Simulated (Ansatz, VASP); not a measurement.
# Ag (Ag(110)): VASP beside Ansatz, part 2 of 2

One calculation is typed for both programs; each brings its own data sets and cutoff. How far apart do they land?

VASP 6.6.1 and Ansatz 0.2.0.

So far: Starting point; Ansatz: band structure, LDA.

**3. VASP: band structure, LDA**

Level of this step: LDA; plane waves and PAW (Ag) (VASP).

The same cell, functional (in two slightly different forms), mesh and smearing now go to VASP, with its own data sets and cutoff.

Lines of VASP's logs that name or quote its potential files are left out, and so is its time.

Contents of INCAR:

```
SYSTEM = Ag
PREC = Normal
ENCUT = 300
EDIFF = 1E-06
NELM = 120
ISMEAR = -1
SIGMA = 0.1
LREAL = .FALSE.
ALGO = Fast
GGA = CA
NBANDS = 58
LORBIT = 11
LWAVE = .FALSE.
LCHARG = .TRUE.
IDIPOL = 3
LDIPOL = .TRUE.
DIPOL = 0.5 0.5 0.5
LVHAR = .TRUE.
LVACPOTAV = .TRUE.
LELF = .TRUE.
NEDOS = 1500
```

Contents of POSCAR:

```
Ag
1.0
    4.0900000000      0.0000000000      0.0000000000
    0.0000000000      2.8920667351      0.0000000000
    0.0000000000      0.0000000000     26.6762002052
Ag
7
Direct
    0.0000000000      0.0000000000      0.3373793843
    0.5000000000      0.5000000000      0.3915862562
    0.0000000000      0.0000000000      0.4457931281
    0.5000000000      0.5000000000      0.5000000000
    0.0000000000      0.0000000000      0.5542068719
    0.5000000000      0.5000000000      0.6084137438
    0.0000000000      0.0000000000      0.6626206157
```

Contents of KPOINTS:

```
Automatic mesh
0
Gamma
10 14 1
0 0 0
```

Contents of KPOINTS_OPT:

```
Line mode
14
Line-mode
Reciprocal
  0.00000000   0.00000000   0.00000000 GAMMA
 -0.50000000   0.00000000   0.00000000 X

 -0.50000000   0.00000000   0.00000000 X
 -0.50000000  -0.50000000   0.00000000 S

 -0.50000000  -0.50000000   0.00000000 S
  0.00000000  -0.50000000   0.00000000 Y

  0.00000000  -0.50000000   0.00000000 Y
  0.00000000   0.00000000   0.00000000 GAMMA

  0.00000000   0.00000000   0.00000000 GAMMA
 -0.50000000  -0.50000000   0.00000000 S
```

Potentials, in the order of the species: Ag (LDA family, release 64).

Launch:

```
$ mpirun -np 2 vasp_std
```

Numbers of over 12 decimals in the logs are rounded to 6 here.

Log:

```text
[banner, memory and clock lines left out]
running    2 mpi-ranks, on    1 nodes
 distrk:  each k-point on    2 cores,    1 groups
 distr:  one band on    1 cores,    2 groups

 POSCAR found type information on POSCAR Ag
 POSCAR found :  1 types and       7 ions
 LDA part: xc-table for (Slater(with rela. corr.)+CA(PZ))
 , standard interpolation
 POSCAR, INCAR and KPOINTS ok, starting setup
 FFT: planning ... GRIDC
 FFT: planning ... GRID_SOFT
 FFT: planning ... GRID
 WAVECAR not read
 entering main loop
       N       E                     dE             d eps       ncg     rms          rms(c)
DAV:   1     0.338491832879E+03    0.33849E+03   -0.26505E+04  5960   0.738E+02
DAV:   2    -0.172709747151E+02   -0.35576E+03   -0.33843E+03  6114   0.210E+02
DAV:   3    -0.261004969743E+02   -0.88295E+01   -0.87499E+01  6400   0.350E+01
DAV:   4    -0.261811945608E+02   -0.80698E-01   -0.80679E-01  6784   0.336E+00
DAV:   5    -0.261826337962E+02   -0.14392E-02   -0.14392E-02  6580   0.419E-01    0.127E+01
RMM:   6    -0.244029685168E+02    0.17797E+01   -0.54102E+00  5595   0.102E+01    0.821E+00
RMM:   7    -0.243357954720E+02    0.67173E-01   -0.19404E-01  6143   0.144E+00    0.435E+00
RMM:   8    -0.243148316575E+02    0.20964E-01   -0.23900E-02  6192   0.641E-01    0.380E-01
RMM:   9    -0.243121859453E+02    0.26457E-02   -0.51167E-03  6365   0.297E-01    0.108E-01
RMM:  10    -0.243122200636E+02   -0.34118E-04   -0.60060E-04  6522   0.939E-02    0.655E-02
RMM:  11    -0.243123047185E+02   -0.84655E-04   -0.14018E-04  6740   0.456E-02    0.299E-02
RMM:  12    -0.243124348751E+02   -0.13016E-03   -0.59855E-05  6775   0.283E-02    0.115E-02
RMM:  13    -0.243125327356E+02   -0.97861E-04   -0.15612E-05  6730   0.132E-02    0.916E-03
RMM:  14    -0.243127300666E+02   -0.19733E-03   -0.27624E-05  6934   0.123E-02    0.835E-03
RMM:  15    -0.243127815903E+02   -0.51524E-04   -0.29400E-06  5339   0.535E-03    0.486E-03
RMM:  16    -0.243128578389E+02   -0.76249E-04   -0.28401E-06  5414   0.521E-03    0.189E-03
RMM:  17    -0.243128795263E+02   -0.21687E-04   -0.62604E-07  5116   0.248E-03    0.128E-03
RMM:  18    -0.243128903400E+02   -0.10814E-04   -0.42733E-07  5055   0.184E-03    0.891E-04
RMM:  19    -0.243128926493E+02   -0.23093E-05   -0.80149E-08  3405   0.796E-04    0.658E-04
RMM:  20    -0.243128944658E+02   -0.18165E-05   -0.53413E-08  3325   0.789E-04    0.198E-04
RMM:  21    -0.243128963548E+02   -0.18890E-05   -0.30046E-08  3323   0.766E-04    0.254E-04
RMM:  22    -0.243128974280E+02   -0.10732E-05   -0.69162E-09  2850   0.617E-04    0.134E-04
RMM:  23    -0.243128978194E+02   -0.39147E-06   -0.20924E-09  2689   0.604E-04
|                                                                             |
|           W    W    AA    RRRRR   N    N  II  N    N   GGGG   !!!           |
|           W    W   A  A   R    R  NN   N  II  NN   N  G    G  !!!           |
|           W    W  A    A  R    R  N N  N  II  N N  N  G       !!!           |
|           W WW W  AAAAAA  RRRRR   N  N N  II  N  N N  G  GGG   !            |
|           WW  WW  A    A  R   R   N   NN  II  N   NN  G    G                |
|           W    W  A    A  R    R  N    N  II  N    N   GGGG   !!!           |
|                                                                             |
|     Did not find any points to average over, which means that no vacuum     |
|     field-free region was found. Please increase the size of  your cell     |
|     in the dimension of the dipole correction to obtain accurate            |
|     workfunction values.                                                    |
|                                                                             |

   1 F= -.24312898E+02 E0= -.24279721E+02  d E =-.663546E-01
 Start KPOINTS_OPT (optional k-point list driver)
k-point batch [1-48\70]
       N       E                     dE             ncg
DAV:   1     0.260952134157E+04   -0.74035E+05     6096
DAV:   2    -0.136068976126E+05   -0.16216E+05     6222
DAV:   3    -0.139964613684E+05   -0.38956E+03     6396
DAV:   4    -0.140001591205E+05   -0.36978E+01     7132
DAV:   5    -0.140002089102E+05   -0.49790E-01     6464
DAV:   6    -0.140002110078E+05   -0.20976E-02     7416
DAV:   7    -0.140002110557E+05   -0.47837E-04     5594
DAV:   8    -0.140002110578E+05   -0.21156E-05     4194
DAV:   9    -0.140002110581E+05   -0.34533E-06     3700
k-point batch [49-70\70]
       N       E                     dE             ncg
DAV:   1     0.588713043650E+05   -0.19072E+05     2776
DAV:   2     0.511610235034E+05   -0.77103E+04     2822
DAV:   3     0.509893930722E+05   -0.17163E+03     2932
DAV:   4     0.509878086302E+05   -0.15844E+01     3254
DAV:   5     0.509877880798E+05   -0.20550E-01     3036
DAV:   6     0.509877871984E+05   -0.88141E-03     3344
DAV:   7     0.509877871737E+05   -0.24660E-04     2698
DAV:   8     0.509877871727E+05   -0.10231E-05     1914
DAV:   9     0.509877871725E+05   -0.19401E-06     1720
```

OUTCAR, selected parts (step 3):

```text
ion  position               nearest neighbor table
   1  0.000  0.000  0.337-   3 2.89   2 2.89   2 2.89   2 2.89   2 2.89
   2  0.500  0.500  0.392-   4 2.89   3 2.89   1 2.89   1 2.89   3 2.89   1 2.89   3 2.89   1 2.89
                             3 2.89
   3  0.000  0.000  0.446-   1 2.89   5 2.89   4 2.89   2 2.89   2 2.89   4 2.89   2 2.89   4 2.89
                             2 2.89   4 2.89
   4  0.500  0.500  0.500-   2 2.89   6 2.89   5 2.89   3 2.89   3 2.89   5 2.89   3 2.89   5 2.89
                             3 2.89   5 2.89
   5  0.000  0.000  0.554-   3 2.89   7 2.89   6 2.89   4 2.89   4 2.89   6 2.89   4 2.89   6 2.89
                             4 2.89   6 2.89
   6  0.500  0.500  0.608-   4 2.89   5 2.89   7 2.89   5 2.89   7 2.89   5 2.89   7 2.89   5 2.89
                             7 2.89
   7  0.000  0.000  0.663-   5 2.89   6 2.89   6 2.89   6 2.89   6 2.89

  LATTYP: Found a simple orthorhombic cell.
 ALAT       =     2.8920667351
 B/A-ratio  =     1.4142135624
 C/A-ratio  =     9.2239227683

 Subroutine GETGRP returns: Found  8 space group operations
 (whereof  8 operations were pure point group operations)

The static configuration has the point symmetry D_2h.

 Found     48 irreducible k-points:

   k-points           NKPTS =     48   k-points in BZ     NKDIM =     48   number of bands    NBANDS=     58

   dimension x,y,z NGX =    18 NGY =   12 NGZ =  120
   dimension x,y,z NGXF=    36 NGYF=   24 NGZF=  240

   ENCUT  =  300.0 eV  22.05 Ry    4.70 a.u.   5.78  4.08 37.67*2*pi/ulx,y,z

   NELECT =      77.0000    total number of electrons

 k-points in reciprocal lattice and weights: Automatic mesh
   0.00000000  0.00000000  0.00000000       0.007
   0.10000000  0.00000000  0.00000000       0.014
   0.20000000  0.00000000  0.00000000       0.014
   0.30000000  0.00000000  0.00000000       0.014
   0.40000000  0.00000000  0.00000000       0.014
   0.50000000  0.00000000  0.00000000       0.007
   0.00000000  0.07142857  0.00000000       0.014
   0.10000000  0.07142857  0.00000000       0.029
   0.20000000  0.07142857  0.00000000       0.029
[...]
0.40000000  0.50000000  0.00000000       0.014
   0.50000000  0.50000000  0.00000000       0.007

 dipolmoment           0.000000      0.000000     -0.000000 electrons x Angstroem

 average (electrostatic) potential at core
       1 -78.6491       2 -78.9969       3 -79.0305       4 -79.0731       5 -79.0305
       6 -78.9969       7 -78.6491

 E-fermi :   0.2812

 k-point     1 :       0.0000    0.0000    0.0000
  band No.  band energies     occupation
    ...
     35      -2.6618      2.00000
     36      -2.5641      2.00000
     37      -2.4716      2.00000
     38      -2.4495      2.00000
     39      -1.0866      2.00000
     40       0.7078      0.02771
     41       2.4657      0.00000
     42       2.6546      0.00000
     43       4.1047      0.00000
     44       4.3298      0.00000
    ...

 k-point     2 :       0.1000    0.0000    0.0000
  band No.  band energies     occupation
    ...
     35      -2.7178      2.00000
     36      -2.5487      2.00000
     37      -2.4886      2.00000
     38      -2.4831      2.00000
     39      -1.0456      2.00000
     40       0.7701      0.01495
     41       1.7853      0.00000
     42       2.7110      0.00000
     43       3.2816      0.00000
     44       4.3909      0.00000
    ...

 k-point     3 :       0.2000    0.0000    0.0000
  band No.  band energies     occupation
    ...
     35      -2.6618      2.00000
     36      -2.5825      2.00000
     37      -2.5413      2.00000
     38      -2.5128      2.00000
     39      -0.9101      1.99999
     40       0.4316      0.36375
     41       0.9852      0.00175
     42       1.8324      0.00000
     43       2.8104      0.00000
     44       3.3841      0.00000
    ...

  Total       -7.6752336     -7.2918498     -5.6683961     -0.0000000      0.0000000      0.0000000
  in kB      -38.9714530    -37.0247992    -28.7816170     -0.0000000      0.0000000      0.0000000
  external PRESSURE =     -34.9259564 kB  Pullay stress =       0.0000000 kB

  energy-cutoff  :      300.00
  volume of cell :      315.54
      direct lattice vectors                 reciprocal lattice vectors
     4.090000000  0.000000000  0.000000000     0.244498778  0.000000000  0.000000000
     0.000000000  2.892066735  0.000000000     0.000000000  0.345773487  0.000000000
     0.000000000  0.000000000 26.676200205     0.000000000  0.000000000  0.037486598

 POSITION                                       TOTAL-FORCE (eV/Angst)
 -----------------------------------------------------------------------------------
      0.00000      0.00000      9.00000        -0.000000     -0.000000      0.741321
      2.04500      1.44603     10.44603        -0.000000     -0.000000     -0.157544
      0.00000      0.00000     11.89207         0.000000     -0.000000     -0.018039
      2.04500      1.44603     13.33810        -0.000000     -0.000000      0.000000
      0.00000      0.00000     14.78413         0.000000     -0.000000      0.018039
      2.04500      1.44603     16.23017        -0.000000     -0.000000      0.157544
      0.00000      0.00000     17.67620         0.000000      0.000000     -0.741321
 -----------------------------------------------------------------------------------
    total drift:                                0.000000     -0.000000      0.000000

  FREE ENERGIE OF THE ION-ELECTRON SYSTEM (eV)
  ---------------------------------------------------
  free  energy   TOTEN  =       -24.3128978194 eV

  energy  without entropy=      -24.2465432616  energy(sigma->0) =      -24.27972054

 vacuum level on the upper side and lower side of the slab         4.812         4.812

 total charge
# of ion       s       p       d       tot
------------------------------------------
    1        0.425   0.169   9.179   9.773
    2        0.419   0.279   9.132   9.831
    3        0.422   0.296   9.139   9.857
    4        0.420   0.305   9.129   9.854
    5        0.422   0.296   9.139   9.857
    6        0.419   0.279   9.132   9.831
    7        0.425   0.169   9.179   9.773
--------------------------------------------------
tot          2.952   1.793  64.029  68.775

[... 3 further parts left out ...]
```

**4. Side by side**

Known differences besides the potentials themselves: the two LDA forms differ slightly; the data sets hold 133 valence electrons in Ansatz (default PAW (the set named soft_2) files) and 77 in VASP; the cutoff is 420 eV in Ansatz and 300 eV in VASP (PREC = Normal); VASP's log shows a relativistic correction to its local exchange, Ansatz's none. Total energies have different zeros and are not compared.

The two programs side by side:

| quantity | Ansatz | VASP | difference |
| --- | --- | --- | --- |
| work function, lower of the two faces (eV) | 4.54 | 4.53 | +0.01 |
| work function, higher of the two faces (eV) | 4.54 | 4.53 | +0.01 |

Forces (eV/Å; atoms numbered as in POSCAR):

| atom | Ansatz x, y, z | VASP x, y, z |
| --- | --- | --- |
| Ag1 | 0.000, 0.000, 0.752 | 0.000, 0.000, 0.741 |
| Ag2 | 0.000, 0.000, -0.155 | 0.000, 0.000, -0.158 |
| Ag3 | 0.000, 0.000, -0.018 | 0.000, 0.000, -0.018 |
| Ag4 | 0.000, 0.000, 0.000 | 0.000, 0.000, 0.000 |
| Ag5 | 0.000, 0.000, 0.018 | 0.000, 0.000, 0.018 |
| Ag6 | 0.000, 0.000, 0.155 | 0.000, 0.000, 0.158 |
| Ag7 | 0.000, 0.000, -0.752 | 0.000, 0.000, -0.741 |

The forces differ by 3.5 meV/Å r.m.s., which is 1.5 % of the r.m.s. force of 0.23 eV/Å (both taken over all components). Levels from 3 eV below to 2 eV above the Fermi level differ by 14 meV r.m.s. and 27 meV at most; each VASP level is matched to the nearest of Ansatz, which flatters the figure a little. VASP's log warns that it found no field-free region in the vacuum, so its work functions are uncertain.

**5. What came out**

```yaml
r_m_s_difference_of_levels_near_the_fermi_level_band_structure_lda: 14 meV
```

In words: The r.m.s. difference of levels near the Fermi level is 14 meV (band structure, LDA), within the 80 meV picked in this series as the mark of a large difference. Such differences can come from data sets, numerical settings and the points named under the comparisons, not from the functional's error against experiment.

[Lines on the potential files, build, host, timing and source positions are cut from VASP's logs without a mark.]

[Logs are printed without paths, hosts, clocks, repeated set-up lines and the standing remarks that a program may print on its own settings, such as how far it seeks lower states.]

[Hosts, paths, dates, database ids (printed as entryN), source tags and the programs' standing remarks are cut or masked in the printed files.]
